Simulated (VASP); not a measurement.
All values below come from LDA (Ceperley-Alder, Perdew-Zunger), VASP's LDA PAW potentials (set 64) (plane waves; VASP). For the first row: Run with 400 eV cut-off, 17×17×17 Γ-centred mesh, tetrahedra with Blöchl corrections, potentials Ag Pt.

| system | energy (eV/atom) |
|---|---|
| AgPt (space group R-3m) | -5.6997 |
| Ag (fcc) | -3.7825 |
| Pt (fcc) | -7.5043 |

The references are the elements' solids at the same level; no temperature or zero-point terms are added.  Spin-orbit coupling is left out, which shifts such energies by up to tenths of an eV for the heavy elements here.

Task: What is the formation energy per atom of AgPt?

Result: The references average (1×(-3.7825) + 1×(-7.5043))/2 = -5.6434 eV, so the formation energy is -5.6997 − (-5.6434) = -0.056 eV/atom.
